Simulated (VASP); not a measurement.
# F2GeBr2 in VASP: settings compared

Aim: see how the results for F2GeBr2 move with the level of theory and the settings. Levels: PBE, PBE+TS. Tasks: single point, relaxation of the atoms, atomic charges.

All numbers are computed with VASP 6.6.1; they aren't measurements. Logs are shortened: lines on timing, memory, paths and dates and some standing lists are left out, and cuts for length are marked.

### Step 1. Starting point

The cell holds a molecule in a box, 5 atoms: a = 12.000 Å, b = 13.000 Å, c = 12.000 Å, α = 90.00°, β = 90.00°, γ = 90.00°.

### Step 2. Single point, PBE (atoms moved at random, drawn with an rms of 0.05 Å)

Input file INCAR:

```
SYSTEM = GeBr2F2
ALGO = Normal ; EDIFF = 1E-6
ENCUT = 520 ; GGA = PE
ISIF = 2 ; ISMEAR = 0
LASPH = .True. ; LCHARG = .True.
LELF = .True. ; LREAL = .False.
LVACPOTAV = .True. ; LVHAR = .True.
LWAVE = .False. ; NELM = 80
PREC = Accurate ; SIGMA = 0.01
```

Input file KPOINTS:

```
k-points
0
Gamma
  1 1 1
  0 0 0
```

Input file POSCAR:

```
GeBr2F2
1.0
   12.0000000000      0.0000000000      0.0000000000
    0.0000000000     13.0000000000      0.0000000000
    0.0000000000      0.0000000000     12.0000000000
F Ge Br
2 1 2
Direct
    0.6100400000      0.3798350000      0.5372400000
    0.4433030000      0.5048690000      0.6280390000
    0.5133800000      0.4748110000      0.5022200000
    0.3912760000      0.4087820000      0.3807750000
    0.5995750000      0.6174280000      0.4444190000
```

Potentials or basis: VASP PAW PBE potentials, release 64 (F, Ge_d, Br).

Launch:

```sh
$ cat potpaw_PBE.64/F/POTCAR potpaw_PBE.64/Ge_d/POTCAR potpaw_PBE.64/Br/POTCAR > POTCAR
$ mpirun -np 1 vasp_gam > vasp.out
```

OUTCAR:

```text
SYSTEM = GeBr2F2
   EDIFF = 1E-6
   ENCUT = 520
   GGA = PE
   ISIF = 2
   ISMEAR = 0
   LASPH = .True.
   LREAL = .False.
   NELM = 80
   PREC = Accurate

 ion  position               nearest neighbor table
   1  0.610  0.380  0.537-   3 1.75
   2  0.443  0.505  0.628-   3 1.77
   3  0.513  0.475  0.502-   1 1.75   2 1.77   5 2.23   4 2.24
   4  0.391  0.409  0.381-   3 2.24
   5  0.600  0.617  0.444-   3 2.23

  LATTYP: Found a simple tetragonal cell.
 ALAT       =    12.0000000000
 C/A-ratio  =     1.0833333333

  Lattice vectors:

 A1 = ( -12.0000000000,   0.0000000000,   0.0000000000)
 A2 = (   0.0000000000,   0.0000000000,  12.0000000000)
 A3 = (   0.0000000000,  13.0000000000,   0.0000000000)

Analysis of symmetry for initial positions (statically):
=====================================================================
 Subroutine PRICEL returns:
 Original cell was already a primitive cell.

 Routine SETGRP: Setting up the symmetry group for a
 simple tetragonal supercell.

 Subroutine GETGRP returns: Found  1 space group operations
 (whereof  1 operations were pure point group operations)
 out of a pool of 16 trial point group operations.

The static configuration has the point symmetry C_1 .

Analysis of symmetry for dynamics (positions and initial velocities):
=====================================================================
 Subroutine PRICEL returns:
 Original cell was already a primitive cell.

 Routine SETGRP: Setting up the symmetry group for a
 simple tetragonal supercell.

 Subroutine GETGRP returns: Found  1 space group operations
 (whereof  1 operations were pure point group operations)
 out of a pool of 16 trial point group operations.

The dynamic configuration has the point symmetry C_1 .

 Subroutine INISYM returns: Found  1 space group operations
 (whereof  1 operations are pure point group operations),
 and found     1 'primitive' translations

----------------------------------------------------------------------------------------

                                     Primitive cell

  volume of cell :    1872.0000

  direct lattice vectors                    reciprocal lattice vectors
    12.000000000  0.000000000  0.000000000     0.083333333  0.000000000  0.000000000
     0.000000000 13.000000000  0.000000000     0.000000000  0.076923077  0.000000000
     0.000000000  0.000000000 12.000000000     0.000000000  0.000000000  0.083333333

  length of vectors
    12.000000000 13.000000000 12.000000000     0.083333333  0.076923077  0.083333333

  position of ions in fractional coordinates (direct lattice)
     0.610040000  0.379835000  0.537240000
     0.443303000  0.504869000  0.628039000
     0.513380000  0.474811000  0.502220000
     0.391276000  0.408782000  0.380775000
     0.599575000  0.617428000  0.444419000

  ion indices of the primitive-cell ions
   primitive index   ion index
                 1           1
                 2           2
                 3           3
                 4           4
                 5           5

----------------------------------------------------------------------------------------

 KPOINTS: k-points

Automatic generation of k-mesh.
 Grid dimensions read from file:
 generate k-points for:    1    1    1

 Generating k-lattice:

  Cartesian coordinates                     Fractional coordinates (reciprocal lattice)
     0.083333333  0.000000000  0.000000000     1.000000000  0.000000000  0.000000000
     0.000000000  0.076923077  0.000000000     0.000000000  1.000000000  0.000000000
     0.000000000  0.000000000  0.083333333     0.000000000  0.000000000  1.000000000

  Length of vectors
     0.083333333  0.076923077  0.083333333

  Shift w.r.t. Gamma in fractional coordinates (k-lattice)
     0.000000000  0.000000000  0.000000000

 Subroutine IBZKPT returns following result:
 ===========================================

 Found      1 irreducible k-points:

 Following reciprocal coordinates:
            Coordinates               Weight
  0.000000  0.000000  0.000000      1.000000
   k-points           NKPTS =      1   k-points in BZ     NKDIM =      1   number of bands    NBANDS=     25
   number of dos      NEDOS =    301   number of ions     NIONS =      5
   total plane-waves  NPLWV = 793800
   dimension x,y,z NGX =    90 NGY =   98 NGZ =   90
   dimension x,y,z NGXF=   180 NGYF=  196 NGZF=  180
   ions per type =               2   1   2
   NGX,Y,Z   is equivalent  to a cutoff of  12.47, 12.53, 12.47 a.u.
   NGXF,Y,Z  is equivalent  to a cutoff of  24.94, 25.06, 24.94 a.u.
 SYSTEM =  GeBr2F2
   PREC   = accura    normal or accurate (medium, high low for compatibility)
   ISTART =      0    job   : 0-new  1-cont  2-samecut
   ICHARG =      2    charge: 1-file 2-atom 10-const
   ISPIN  =      1    spin polarized calculation?
   LNONCOLLINEAR =      F non collinear calculations
   LSORBIT =      F    spin-orbit coupling
   LASPH  =      T    aspherical Exc in radial PAW
   ENCUT  =  520.0 eV  38.22 Ry    6.18 a.u.  22.31 24.17 22.31*2*pi/ulx,y,z
   NELM   =     80;   NELMIN=  2; NELMDL= -5     # of ELM steps
   EDIFF  = 0.1E-05   stopping-criterion for ELM
   LREAL  =      F    real-space projection
   EDIFFG = 0.1E-04   stopping-criterion for IOM
   NSW    =      0    number of steps for IOM
   IBRION =     -1    ionic relax: 0-MD 1-quasi-New 2-CG
   NFREE  =      0    steps in history (QN), initial steepest desc. (CG)
   ISIF   =      2    stress and relaxation
   ISYM   =      2    0-nonsym 1-usesym 2-fastsym
   POTIM  = 0.5000    time-step for ionic-motion
   TEBEG  =    0.0;   TEEND  =   0.0 temperature during run
   PSTRESS=    0.0 pullay stress
   NELECT =      42.0000    total number of electrons
   NUPDOWN=      -1.0000    fix difference up-down
   EMIN   =  10.00;   EMAX   =-10.00  energy-range for DOS
   EFERMI =   0.00;   METHOD = LEGACY
   ISMEAR =     0;   SIGMA  =   0.01  broadening in eV -4-tet -1-fermi 0-gaus
   EFERMI_NEDOS =   21; number of points for ismear=-14 and -15
   IALGO  =     38    algorithm
   IMIX   =      4    mixing-type and parameters
     AMIX     =   0.40;   BMIX     =  1.00
     AMIX_MAG =   1.60;   BMIX_MAG =  1.00
  volume/ion in A,a.u.               =     374.40      2526.58
  Fermi-wavevector in a.u.,A,eV,Ry     =   0.461731  0.872546  2.900705  0.213196
  Thomas-Fermi vector in A             =   1.448934
   LORBIT       =      0    0 simple, 1 ext, 2 COOP (PROOUT), +10 PAW based schemes
   GGA     = PE    functional components
   LHFCALC =     F    Hartree Fock is set to
   AEXX    =    0.0000 exact exchange contribution
   IVDW    =     0    specifies the selected vdW correction
   LEPSILON=     F    determine dielectric tensor
   LRPA    =     F    only Hartree local field effects (RPA)
 non-spin polarized calculation
 Gauss-broadening in eV      SIGMA  =   0.01
  energy-cutoff  :      520.00
  volume of cell :     1872.00
 maximum number of plane-waves:     25235
 NGX is ok and might be reduce to    90
   NGX = 45   NGY = 49   NGZ = 45

 number of electron      41.9999997 magnetization

 Free energy of the ion-electron system (eV)
  ---------------------------------------------------
  ext. energy  EPLUGINS =         0.00000000
  ---------------------------------------------------
  free energy    TOTEN  =       -18.75052480 eV

  energy without entropy =      -18.75052480  energy(sigma->0) =      -18.75052480

 E-fermi :  -7.5526     XC(G=0):  -0.9409

 val. band max:       -7.6379207042   @ k =   0.0000   0.0000   0.0000
 cond. band min:      -3.3205327444   @ k =   0.0000   0.0000   0.0000
 fundamental gap:      4.3173879598
 Fermi energy:        -7.5525681958

 k-point     1 :       0.0000    0.0000    0.0000
  band No.  band energies     occupation
      1     -31.6586      2.00000
      2     -31.4393      2.00000
      3     -31.2045      2.00000
      4     -31.1299      2.00000
      5     -31.1193      2.00000
      6     -29.0227      2.00000
[... 17 lines left out ...]
     24      -0.3528      0.00000
     25      -0.1440      0.00000

------------------------ aborting loop because EDIFF is reached ----------------------------------------

  FORCE on cell =-STRESS in cart. coord.  units (eV):
  Direction    XX          YY          ZZ          XY          YZ          ZX
  --------------------------------------------------------------------------------------
  -------------------------------------------------------------------------------------
  Total        0.3695858      0.6918267     -0.4006997      1.2036950     -0.2656744      0.7939120
  in kB        0.3163151      0.5921096     -0.3429444      1.0301991     -0.2273811      0.6794806
  external PRESSURE =       0.1884934 kB  Pullay stress =       0.0000000 kB

 VOLUME and BASIS-vectors are now :
 -----------------------------------------------------------------------------
  energy-cutoff  :      520.00
  volume of cell :     1872.00
      direct lattice vectors                 reciprocal lattice vectors
    12.000000000  0.000000000  0.000000000     0.083333333  0.000000000  0.000000000
     0.000000000 13.000000000  0.000000000     0.000000000  0.076923077  0.000000000
     0.000000000  0.000000000 12.000000000     0.000000000  0.000000000  0.083333333

 POSITION                                       TOTAL-FORCE (eV/Angst)
 -----------------------------------------------------------------------------------
      7.32048      4.93785      6.44688        -0.102206      0.161418     -0.014882
      5.31964      6.56330      7.53647         0.358460     -0.224415     -0.598858
      6.16056      6.17254      6.02664        -0.232855     -0.183486      1.129156
      4.69531      5.31417      4.56930        -0.362434     -0.229354     -0.335084
      7.19490      8.02656      5.33303         0.339035      0.475837     -0.180332
 -----------------------------------------------------------------------------------
    total drift:                               -0.002160      0.001411     -0.001186

  FREE ENERGIE OF THE ION-ELECTRON SYSTEM (eV)
  ---------------------------------------------------
  free  energy   TOTEN  =       -18.7505247989 eV

  energy  without entropy=      -18.7505247989  energy(sigma->0) =      -18.75052480
```

Wall time 5.8 min (1 thread of AMD EPYC 7R43 (Zen 3), shared host); peak memory 1.2 GiB.

Results:

- Free energy: -18.7505 eV
- Largest force: 1.167 eV/Å
- Gap between the frontier levels: 4.32 eV

Forces in eV/Å, atoms in the order of the input:
```
F   -0.102  0.161 -0.015
F    0.358 -0.224 -0.599
Ge  -0.233 -0.183  1.129
Br  -0.362 -0.229 -0.335
Br   0.339  0.476 -0.180
```

(Part 1 of 2 ends here.)
